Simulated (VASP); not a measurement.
# Li2BeS3 (P-3m1) in VASP: reference runs

How does Li2BeS3 come out in PBE? The cell is run as given.

Everything below comes from runs of VASP 6.6.1. Logs are shortened: lines on timing, memory, paths and dates and some standing lists are left out, and cuts for length are marked.

## (1) The crystal as given

Symmetry: P-3m1, No. 164, trigonal system. The conventional cell has a = 3.181 Å, b = 3.181 Å, c = 9.796 Å, α = 90.00°, β = 90.00°, γ = 120.00°. Around Li (site symmetry 3m) lie 6 S at 2.53 to 2.58 Å. Around Be (site symmetry -3m) lie 6 S at 2.28 Å. S (site symmetry -3m) has 6 Li at 2.53 Å as nearest neighbours. Around S (site symmetry 3m) lie 3 Be at 2.28 Å and 3 Li at 2.58 Å.

The cell was built by a generator and needn't be a form met in nature.

## (2) Single point, PBE

INCAR

```
PREC     = Accurate       # precision mode
ENCUT    = 520            # plane-wave cutoff, eV
EDIFF    = 1E-7           # SCF threshold, eV
ISMEAR   = -1             # smearing method
SIGMA    = 0.05           # smearing width, eV
LREAL    = F              # projectors in reciprocal space
LASPH    = T              # aspherical terms in the spheres
NELM     = 100            # most SCF steps
ALGO     = Normal         # electronic algorithm
ISIF     = 2              # what is computed and relaxed
LWAVE    = F              # write WAVECAR
LCHARG   = F              # write CHGCAR
GGA      = PE             # functional
NBANDS   = 22             # bands
```

KPOINTS

```
Automatic mesh
0
Gamma
  10 10 3
```

POSCAR

```
Li2BeS3
1.0
    3.1808000000      0.0000000000      0.0000000000
   -1.5904000000      2.7546500000      0.0000000000
    0.0000000000      0.0000000000      9.7956100000
Li Be S
2 1 3
Direct
    0.3333300000      0.6666700000      0.6772000000
    0.6666700000      0.3333300000      0.3228000000
    0.0000000000      0.0000000000      0.0000000000
    0.0000000000      0.0000000000      0.5000000000
    0.3333300000      0.6666700000      0.1370900000
    0.6666700000      0.3333300000      0.8629100000
```

Potentials or basis: VASP PAW PBE potentials, release 64 (Li_sv, Be, S).

Run with:

```sh
> cat potpaw_PBE.64/Li_sv/POTCAR potpaw_PBE.64/Be/POTCAR potpaw_PBE.64/S/POTCAR > POTCAR
> mpirun -np 1 vasp_std > vasp.out
```

OUTCAR:

```text
PREC = Accurate
   ENCUT = 520
   EDIFF = 1E-7
   ISMEAR = -1
   LREAL = F
   LASPH = T
   NELM = 100
   ISIF = 2
   GGA = PE

 ion  position               nearest neighbor table
   1  0.333  0.667  0.677-   4 2.53   4 2.53   4 2.53   6 2.58   6 2.58   6 2.58
   2  0.667  0.333  0.323-   4 2.53   4 2.53   4 2.53   5 2.58   5 2.58   5 2.58
   3  0.000  0.000  0.000-   5 2.28   6 2.28   5 2.28   6 2.28   6 2.28   5 2.28
   4  0.000  0.000  0.500-   1 2.53   2 2.53   1 2.53   2 2.53   2 2.53   1 2.53
   5  0.333  0.667  0.137-   3 2.28   3 2.28   3 2.28   2 2.58   2 2.58   2 2.58
   6  0.667  0.333  0.863-   3 2.28   3 2.28   3 2.28   1 2.58   1 2.58   1 2.58

  LATTYP: Found a hexagonal cell.
 ALAT       =     3.1808000000
 C/A-ratio  =     3.0796057596

  Lattice vectors:

 A1 = (   3.1808000000,   0.0000000000,   0.0000000000)
 A2 = (  -1.5904000000,   2.7546500000,   0.0000000000)
 A3 = (   0.0000000000,   0.0000000000,   9.7956100000)

Analysis of symmetry for initial positions (statically):
=====================================================================
 Subroutine PRICEL returns:
 Original cell was already a primitive cell.

 Routine SETGRP: Setting up the symmetry group for a
 hexagonal supercell.

 Subroutine GETGRP returns: Found  4 space group operations
 (whereof  4 operations were pure point group operations)
 out of a pool of 24 trial point group operations.

The static configuration has the point symmetry C_2h.

Analysis of symmetry for dynamics (positions and initial velocities):
=====================================================================
 Subroutine PRICEL returns:
 Original cell was already a primitive cell.

 Routine SETGRP: Setting up the symmetry group for a
 hexagonal supercell.

 Subroutine GETGRP returns: Found  4 space group operations
 (whereof  4 operations were pure point group operations)
 out of a pool of 24 trial point group operations.

The dynamic configuration has the point symmetry C_2h.

 Subroutine INISYM returns: Found  4 space group operations
 (whereof  4 operations are pure point group operations),
 and found     1 'primitive' translations

----------------------------------------------------------------------------------------

                                     Primitive cell

  volume of cell :      85.8290

  direct lattice vectors                    reciprocal lattice vectors
     3.180800000  0.000000000  0.000000000     0.314386318  0.181511263  0.000000000
    -1.590400000  2.754650000  0.000000000     0.000000000  0.363022526  0.000000000
     0.000000000  0.000000000  9.795610000     0.000000000  0.000000000  0.102086547

  length of vectors
     3.180800000  3.180796879  9.795610000     0.363022169  0.363022526  0.102086547

  position of ions in fractional coordinates (direct lattice)
     0.333330000  0.666670000  0.677200000
     0.666670000  0.333330000  0.322800000
     0.000000000  0.000000000  0.000000000
     0.000000000  0.000000000  0.500000000
     0.333330000  0.666670000  0.137090000
     0.666670000  0.333330000  0.862910000

  ion indices of the primitive-cell ions
   primitive index   ion index
                 1           1
                 2           2
                 3           3
                 4           4
                 5           5
                 6           6

----------------------------------------------------------------------------------------

 KPOINTS: Automatic mesh

Automatic generation of k-mesh.
 Grid dimensions read from file:
 generate k-points for:   10   10    3

 Generating k-lattice:

  Cartesian coordinates                     Fractional coordinates (reciprocal lattice)
     0.031438632  0.018151126  0.000000000     0.100000000  0.000000000  0.000000000
     0.000000000  0.036302253  0.000000000     0.000000000  0.100000000  0.000000000
     0.000000000  0.000000000  0.034028849     0.000000000  0.000000000  0.333333333

  Length of vectors
     0.036302217  0.036302253  0.034028849

  Shift w.r.t. Gamma in fractional coordinates (k-lattice)
     0.000000000  0.000000000  0.000000000

 Subroutine IBZKPT returns following result:
 ===========================================

 Found     86 irreducible k-points:

 Following reciprocal coordinates:
            Coordinates               Weight
  0.000000  0.000000  0.000000      1.000000
  0.100000  0.000000  0.000000      4.000000
 -0.100000  0.100000  0.000000      2.000000
  0.200000  0.000000  0.000000      4.000000
 -0.200000  0.200000  0.000000      2.000000
  0.300000 -0.000000  0.000000      4.000000
[... 16 lines left out ...]
  0.200000  0.200000  0.000000      2.000000
 -0.200000  0.400000  0.000000      4.000000
 [... further k-points ...]
   k-points           NKPTS =     86   k-points in BZ     NKDIM =     86   number of bands    NBANDS=     22
   number of dos      NEDOS =    301   number of ions     NIONS =      6
   total plane-waves  NPLWV =  46080
   dimension x,y,z NGX =    24 NGY =   24 NGZ =   80
   dimension x,y,z NGXF=    48 NGYF=   48 NGZF=  160
   ions per type =               2   1   3
   NGX,Y,Z   is equivalent  to a cutoff of  12.54, 12.54, 13.58 a.u.
   NGXF,Y,Z  is equivalent  to a cutoff of  25.09, 25.09, 27.15 a.u.
 SYSTEM =  unknown system
   PREC   = accura    normal or accurate (medium, high low for compatibility)
   ISTART =      0    job   : 0-new  1-cont  2-samecut
   ICHARG =      2    charge: 1-file 2-atom 10-const
   ISPIN  =      1    spin polarized calculation?
   LNONCOLLINEAR =      F non collinear calculations
   LSORBIT =      F    spin-orbit coupling
   LASPH  =      T    aspherical Exc in radial PAW
   ENCUT  =  520.0 eV  38.22 Ry    6.18 a.u.   5.91  5.91 18.21*2*pi/ulx,y,z
   NELM   =    100;   NELMIN=  2; NELMDL= -5     # of ELM steps
   EDIFF  = 0.1E-06   stopping-criterion for ELM
   LREAL  =      F    real-space projection
   EDIFFG = 0.1E-05   stopping-criterion for IOM
   NSW    =      0    number of steps for IOM
   IBRION =     -1    ionic relax: 0-MD 1-quasi-New 2-CG
   NFREE  =      0    steps in history (QN), initial steepest desc. (CG)
   ISIF   =      2    stress and relaxation
   ISYM   =      2    0-nonsym 1-usesym 2-fastsym
   POTIM  = 0.5000    time-step for ionic-motion
   TEBEG  =    0.0;   TEEND  =   0.0 temperature during run
   PSTRESS=    0.0 pullay stress
   NELECT =      26.0000    total number of electrons
   NUPDOWN=      -1.0000    fix difference up-down
   EMIN   =  10.00;   EMAX   =-10.00  energy-range for DOS
   EFERMI =   0.00;   METHOD = LEGACY
   ISMEAR =    -1;   SIGMA  =   0.05  broadening in eV -4-tet -1-fermi 0-gaus
   EFERMI_NEDOS =   21; number of points for ismear=-14 and -15
   IALGO  =     38    algorithm
   IMIX   =      4    mixing-type and parameters
     AMIX     =   0.40;   BMIX     =  1.00
     AMIX_MAG =   1.60;   BMIX_MAG =  1.00
  volume/ion in A,a.u.               =      14.30        96.53
  Fermi-wavevector in a.u.,A,eV,Ry     =   1.099481  2.077718 16.447528  1.208859
  Thomas-Fermi vector in A             =   2.235877
   LORBIT       =      0    0 simple, 1 ext, 2 COOP (PROOUT), +10 PAW based schemes
   GGA     = PE    functional components
   LHFCALC =     F    Hartree Fock is set to
   AEXX    =    0.0000 exact exchange contribution
   IVDW    =     0    specifies the selected vdW correction
   LEPSILON=     F    determine dielectric tensor
   LRPA    =     F    only Hartree local field effects (RPA)
 non-spin polarized calculation
  energy-cutoff  :      520.00
  volume of cell :       85.83
 maximum number of plane-waves:      2336
   NGX = 11   NGY = 11   NGZ = 37

 number of electron      26.0000019 magnetization

 Free energy of the ion-electron system (eV)
  ---------------------------------------------------
  ext. energy  EPLUGINS =         0.00000000
  ---------------------------------------------------
  free energy    TOTEN  =       -23.84047416 eV

  energy without entropy =      -23.82310968  energy(sigma->0) =      -23.83179192

 E-fermi :   4.2493     XC(G=0):  -9.7403

 val. band max:        4.2087173581   @ k =  -0.1000   0.3000   0.0000
 cond. band min:       4.2723841144   @ k =   0.4000  -0.0000   0.0000
 fundamental gap:      0.0636667564
 Fermi energy:         4.2493383402

 k-point     1 :       0.0000    0.0000    0.0000
  band No.  band energies     occupation
      1     -40.7683      2.00000
      2     -40.7676      2.00000
      3      -9.9203      2.00000
      4      -8.6305      2.00000
      5      -8.6248      2.00000
      6      -0.8934      2.00000
[... 14 lines left out ...]
     21      13.3731      0.00000
     22      14.2721      0.00000

 k-point     2 :       0.1000    0.0000    0.0000
  band No.  band energies     occupation
      1     -40.7675      2.00000
      2     -40.7668      2.00000
      3      -9.7842      2.00000
      4      -8.5070      2.00000
      5      -8.5028      2.00000
      6      -0.7776      2.00000
[... 14 lines left out ...]
     21      13.6267      0.00000
     22      14.1241      0.00000

 k-point     3 :      -0.1000    0.1000    0.0000
  band No.  band energies     occupation
      1     -40.7675      2.00000
      2     -40.7668      2.00000
      3      -9.7842      2.00000
      4      -8.5070      2.00000
      5      -8.5028      2.00000
      6      -0.7776      2.00000
[... 14 lines left out ...]
     21      13.6267      0.00000
     22      14.1241      0.00000
[... 476 lines left out ...]
 k-point    23 :       0.2000    0.2000    0.0000
  band No.  band energies     occupation
      1     -40.7615      2.00000
      2     -40.7611      2.00000
      3      -8.4491      2.00000
      4      -7.4320      2.00000
      5      -7.3890      2.00000
      6      -0.0711      2.00000
[... 14 lines left out ...]
     21      12.8014      0.00000
     22      13.4509      0.00000

 k-point    24 :      -0.2000    0.4000    0.0000
  band No.  band energies     occupation
      1     -40.7615      2.00000
      2     -40.7611      2.00000
      3      -8.4491      2.00000
      4      -7.4320      2.00000
      5      -7.3890      2.00000
      6      -0.0711      2.00000
[... 14 lines left out ...]
     21      12.8014      0.00000
     22      13.4504      0.00000

 [... further k-points ...]

------------------------ aborting loop because EDIFF is reached ----------------------------------------

  FORCE on cell =-STRESS in cart. coord.  units (eV):
  Direction    XX          YY          ZZ          XY          YZ          ZX
  --------------------------------------------------------------------------------------
  -------------------------------------------------------------------------------------
  Total       -0.1392141     -0.1392680      0.0860005     -0.0000469     -0.0000153      0.0000265
  in kB       -2.5987208     -2.5997256      1.6053779     -0.0008761     -0.0002856      0.0004945
  external PRESSURE =      -1.1976895 kB  Pullay stress =       0.0000000 kB

 VOLUME and BASIS-vectors are now :
 -----------------------------------------------------------------------------
  energy-cutoff  :      520.00
  volume of cell :       85.83
      direct lattice vectors                 reciprocal lattice vectors
     3.180800000  0.000000000  0.000000000     0.314386318  0.181511263  0.000000000
    -1.590400000  2.754650000  0.000000000     0.000000000  0.363022526  0.000000000
     0.000000000  0.000000000  9.795610000     0.000000000  0.000000000  0.102086547

 POSITION                                       TOTAL-FORCE (eV/Angst)
 -----------------------------------------------------------------------------------
     -0.00002      1.83644      6.63359         0.000025     -0.000014     -0.001075
      1.59042      0.91821      3.16202        -0.000025      0.000014      0.001075
      0.00000      0.00000      0.00000         0.000000      0.000000      0.000000
      0.00000      0.00000      4.89780         0.000000      0.000000      0.000000
     -0.00002      1.83644      1.34288         0.000051     -0.000030      0.051897
      1.59042      0.91821      8.45273        -0.000051      0.000030     -0.051897
 -----------------------------------------------------------------------------------
    total drift:                                0.000000      0.000000      0.000000

  FREE ENERGIE OF THE ION-ELECTRON SYSTEM (eV)
  ---------------------------------------------------
  free  energy   TOTEN  =       -23.8404741622 eV

  energy  without entropy=      -23.8231096776  energy(sigma->0) =      -23.83179192
```

It took 2.6 min on 1 thread of Intel Xeon Platinum 8259CL at 2.50GHz (Skylake/Cascade Lake), shared host; peak memory 0.28 GiB.

What came out:

- Free energy: -23.8405 eV
- Largest force: 0.052 eV/Å
- Band gap on the k mesh: none (metal or under the smearing width)

Forces in eV/Å, atoms in the order of the input:
```
Li   0.000  0.000 -0.001
Li   0.000  0.000  0.001
Be   0.000  0.000  0.000
S    0.000  0.000  0.000
S    0.000  0.000  0.052
S    0.000  0.000 -0.052
```

Caveat: the cutoff is under 1.25 times the usual one of these potentials, so pressure, stress and relaxed cells hold a basis-set (Pulay) error.
